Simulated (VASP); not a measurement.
Method: PBEsol GGA, VASP's PBE PAW potentials (set 64) (plane waves; VASP).

VASP ran on this input.

KPOINTS:
```
Automatic mesh
0
gamma
 6 6 6
0 0 0
```

**INCAR**
```
ALGO = Normal
EDIFF = 1E-8
ENCUT = 520
GGA = PS
IBRION = 8
ISMEAR = 0
LASPH = .True.
LCHARG = .False.
LEPSILON = .True.
LMAXMIX = 6
LREAL = .False.
LWAVE = .False.
NELM = 100
NSW = 1
PREC = Accurate
SIGMA = 0.01
SYSTEM = BaHfO3
```

**POSCAR**
```
BaHfO3
8.3097930
  0.4999999908   0.0000000000   0.0000000000
  0.0000000000   0.4999999908   0.0000000000
  0.0000000000   0.0000000000   0.4999999908
Ba Hf O
1 1 3
Direct
  0.0000000000   0.0000000000   0.0000000000
  0.5000000000   0.5000000000   0.5000000000
  0.5000000000   0.0000000000   0.5000000000
  0.0000000000   0.5000000000   0.5000000000
  0.5000000000   0.5000000000   0.0000000000
```

POTCAR, in this order: Ba_sv Hf_pv O (PBE.64 set). Program: vasp_std.

The resulting files:

File OUTCAR:
```
 ion  position               nearest neighbor table
   1  0.000  0.000  0.000-   3 2.94   4 2.94   5 2.94   3 2.94   4 2.94   4 2.94   5 2.94   4 2.94
                             3 2.94   5 2.94   3 2.94   5 2.94   2 3.60   2 3.60   2 3.60   2 3.60
   2  0.500  0.500  0.500-   3 2.08   4 2.08   5 2.08   5 2.08   3 2.08   4 2.08   1 3.60   1 3.60
                             1 3.60   1 3.60   1 3.60   1 3.60   1 3.60   1 3.60
   3  0.500  0.000  0.500-   2 2.08   2 2.08   1 2.94   1 2.94   1 2.94   1 2.94
   4  0.000  0.500  0.500-   2 2.08   2 2.08   1 2.94   1 2.94   1 2.94   1 2.94
   5  0.500  0.500  0.000-   2 2.08   2 2.08   1 2.94   1 2.94   1 2.94   1 2.94
  LATTYP: Found a simple cubic cell.
 ALAT       =     4.1548964234
 Subroutine PRICEL returns:
 Original cell was already a primitive cell.
 Subroutine GETGRP returns: Found 48 space group operations
The static configuration has the point symmetry O_h .
The dynamic configuration has the point symmetry O_h .
 Subroutine INISYM returns: Found 48 space group operations
 Subroutine IBZKPT returns following result:
 Found     20 irreducible k-points:

 Following reciprocal coordinates:
            Coordinates               Weight
  0.000000  0.000000  0.000000      1.000000
  0.166667  0.000000  0.000000      6.000000
  0.333333  0.000000  0.000000      6.000000
  0.500000  0.000000  0.000000      3.000000
  0.166667  0.166667  0.000000     12.000000
  0.333333  0.166667  0.000000     24.000000
  0.500000  0.166667  0.000000     12.000000
  0.333333  0.333333  0.000000     12.000000
  0.500000  0.333333  0.000000     12.000000
  0.500000  0.500000  0.000000      3.000000
  0.166667  0.166667  0.166667      8.000000
  0.333333  0.166667  0.166667     24.000000
  0.500000  0.166667  0.166667     12.000000
  0.333333  0.333333  0.166667     24.000000
  0.500000  0.333333  0.166667     24.000000
  0.500000  0.500000  0.166667      6.000000
  0.333333  0.333333  0.333333      8.000000
  0.500000  0.333333  0.333333     12.000000
  0.500000  0.500000  0.333333      6.000000
...
```

### OUTCAR
```


 HEAD OF MICROSCOPIC STATIC DIELECTRIC TENSOR (INDEPENDENT PARTICLE, excluding Hartree and local field effects)
 ------------------------------------------------------
           4.897126    -0.000000     0.000000
          -0.000000     4.897126     0.000000
          -0.000000    -0.000000     4.897126
 ------------------------------------------------------

 MACROSCOPIC STATIC DIELECTRIC TENSOR (including local field effects in DFT)
 ------------------------------------------------------
           4.736293     0.000000    -0.000000
           0.000000     4.736293    -0.000000
           0.000000     0.000000     4.736293
 ------------------------------------------------------

 PIEZOELECTRIC TENSOR (including local field effects)  for field in x, y, z        (e  Angst)
          XX          YY          ZZ          XY          YZ          ZX
  --------------------------------------------------------------------------------
  x     0.00000     0.00000     0.00000     0.00000     0.00000     0.00000
  y     0.00000     0.00000     0.00000     0.00000     0.00000     0.00000
  z     0.00000     0.00000     0.00000     0.00000     0.00000     0.00000

 PIEZOELECTRIC TENSOR (including local field effects)  for field in x, y, z        (C/m^2)
          XX          YY          ZZ          XY          YZ          ZX
  --------------------------------------------------------------------------------
  x     0.00000     0.00000     0.00000     0.00000     0.00000     0.00000
  y     0.00000     0.00000     0.00000     0.00000     0.00000     0.00000
  z     0.00000     0.00000     0.00000     0.00000     0.00000     0.00000

 BORN EFFECTIVE CHARGES (including local field effects) (in |e|, cummulative output)
 ---------------------------------------------------------------------------------
 ion    1
    1     2.75115    -0.00000    -0.00000
    2     0.00000     2.75115    -0.00000
    3    -0.00000    -0.00000     2.75115
 ion    2
    1     5.82792    -0.00000     0.00000
    2    -0.00000     5.82792    -0.00000
    3    -0.00000     0.00000     5.82792
 ion    3
    1    -2.01238    -0.00000    -0.00000
    2    -0.00000    -4.55431     0.00000
    3    -0.00000     0.00000    -2.01238
 ion    4
    1    -4.55431    -0.00000    -0.00000
    2    -0.00000    -2.01238    -0.00000
    3     0.00000    -0.00000    -2.01238
 ion    5
    1    -2.01238    -0.00000    -0.00000
    2    -0.00000    -2.01238     0.00000
    3    -0.00000    -0.00000    -4.55431
```
(Selected blocks of OUTCAR.)

OUTCAR:
```
 val. band max:        2.3724533184   @ k =   0.5000   0.5000   0.5000

 cond. band min:       5.8723839185   @ k =   0.0000   0.0000   0.0000


 Fermi energy:         2.4631806519

 k-point     1 :       0.0000    0.0000    0.0000
  band No.  band energies     occupation
      1     -26.2756      2.00000
      2     -26.2756      2.00000
      3     -26.2756      2.00000
      4     -22.7679      2.00000
      5     -14.2634      2.00000
      6     -13.7120      2.00000
      7     -13.7120      2.00000
      8      -7.9149      2.00000
      9      -7.9149      2.00000
     10      -7.9149      2.00000
     11       0.7068      2.00000
     12       0.7068      2.00000
     13       0.7068      2.00000
     14       1.3596      2.00000
     15       1.3596      2.00000
     16       1.3596      2.00000
     17       2.1737      2.00000
     18       2.1737      2.00000
     19       2.1737      2.00000
     20       5.8724      0.00000
     21       5.8724      0.00000
     22       5.8724      0.00000
     23       6.9697      0.00000

 k-point     2 :       0.1667    0.0000    0.0000
  band No.  band energies     occupation
      1     -26.3126      2.00000
      2     -26.2745      2.00000
      3     -26.2745      2.00000
      4     -22.7471      2.00000
      5     -14.2509      2.00000
      6     -13.7053      2.00000
      7     -13.5782      2.00000
      8      -7.8935      2.00000
      9      -7.8935      2.00000
     10      -7.8537      2.00000
     11       0.2083      2.00000
     12       0.6208      2.00000
     13       0.6208      2.00000
     14       1.1013      2.00000
     15       1.1013      2.00000
     16       1.1438      2.00000
     17       1.5046      2.00000
     18       2.0650      2.00000
     19       2.0650      2.00000
     20       5.9933      0.00000
     21       6.5390      0.00000
     22       6.5390      0.00000
     23       7.4320      0.00000

 k-point     3 :       0.3333    0.0000    0.0000
...
```

Unless said otherwise, spin-orbit coupling is left out, though it shifts the bands of the heavy elements here.

The compound is BaHfO3 in the cubic perovskite structure. It was relaxed first.
